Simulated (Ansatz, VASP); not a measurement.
# BC2: VASP beside Ansatz

```
B C
1.0
     2.67680    0.00000    0.00000
     0.00000    2.67680    0.00000
     0.00000    0.00000    6.48296
B C
2 4
Direct
  0.50000 0.50000 0.75000
  0.50000 0.50000 0.25000
  0.50000 0.00000 0.60406
  0.00000 0.50000 0.89594
  0.00000 0.50000 0.10406
  0.50000 0.00000 0.39594
```

Alike in both runs: functional PBE; k mesh 14 × 14 × 6; occupations gaussian, width 0.1 eV; no spin polarisation.

Ansatz relaxed the structure, and its values are those at the end. VASP's run is a single point on that final structure, the one shown.

```csv
,VASP,Ansatz
version,VASP 6.6.1,Ansatz 0.2.0
potentials or method,"VASP PAW PBE potentials, release 64 (B, C)","scalar-relativistic, plane waves, PAW"
plane-wave cutoff (eV),520,420
valence electrons in the cell,22,22
```

Ansatz gave:

- gap on the k mesh at the Fermi level (eV): none
- pressure (GPa): 0.0
- rms of the force components (eV/Å): 0.000

**Question.** Which values does VASP return?

**Answer.** gap on the k mesh at the Fermi level (eV): none; pressure (GPa): 0.2; rms of the force components (eV/Å): 0.026.

A gap of «none» marks a metal or a gap that the smearing closes.
